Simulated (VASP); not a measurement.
An input for Quantum ESPRESSO's pw.x (written as the equivalent of a VASP run, and not itself run):

```
&CONTROL
  calculation = 'vc-relax'
  pseudo_dir = './pseudo'
  outdir = './out'
  tprnfor = .true.
  tstress = .true.
  nstep = 60
  forc_conv_thr = 0.00039
/
&SYSTEM
  ibrav = 0
  nat = 1
  ntyp = 1
  ecutwfc = 82
  occupations = 'smearing'
  smearing = 'methfessel-paxton'
  degauss = 0.00735
  input_dft = 'pz'
/
&ELECTRONS
  conv_thr = 7.3e-08
  electron_maxstep = 100
/
&IONS
/
&CELL
/
ATOMIC_SPECIES
  Pd 106.420 Pd.upf
CELL_PARAMETERS angstrom
     0.0000000    1.9202123    1.9202123
     1.9202123    0.0000000    1.9202123
     1.9202123    1.9202123   -0.0000000
ATOMIC_POSITIONS crystal
  Pd   0.0000000  0.0000000  0.0000000
K_POINTS automatic
  15 15 15 0 0 0
```

Question: Translate this input to VASP (INCAR, KPOINTS, POSCAR, choice of POTCAR).

Answer: One answer among several that fit: 
### INCAR
```
# general
SYSTEM =Pd
PREC   =Accurate
ENCUT  =400
LREAL  =.FALSE.
LASPH  =.TRUE.

# electronic loop
EDIFF  =1E-6
NELM   =100
ALGO   =Normal
LMAXMIX=4

# smearing
ISMEAR =1
SIGMA  =0.1

# ions
IBRION =2
NSW    =60
ISIF   =3
EDIFFG =-0.01

# output
LWAVE  =.FALSE.
LCHARG =.FALSE.
```

**KPOINTS**
```
Automatic mesh
0
Gamma
15 15 15
0 0 0
```

### POSCAR
```
Pd
1
    0.0000000000     1.9202123202     1.9202123202
    1.9202123202     0.0000000000     1.9202123202
    1.9202123202     1.9202123202    -0.0000000000
Pd
1
Direct
  0.0000000000   0.0000000000   0.0000000000
```

POTCAR, in this order: Pd (LDA.64 set). Program: vasp_std.

The two are equivalent in intent, not identical: the potentials are each code's own (VASP's PAW set, PseudoDojo norm-conserving files in pw.x), so ENCUT and ecutwfc are chosen apart and not converted; conv_thr bounds pw.x's estimated SCF error, while EDIFF bounds the energy change between steps; forc_conv_thr acts on force components and is met together with etot_conv_thr.

The structure comes from a computed database's Pd entry (Fm-3m); how it stands against other phases isn't given here. This run relaxes it. Symmetry was kept, so distortions that lower it aren't found. The start is the result of an earlier pass.
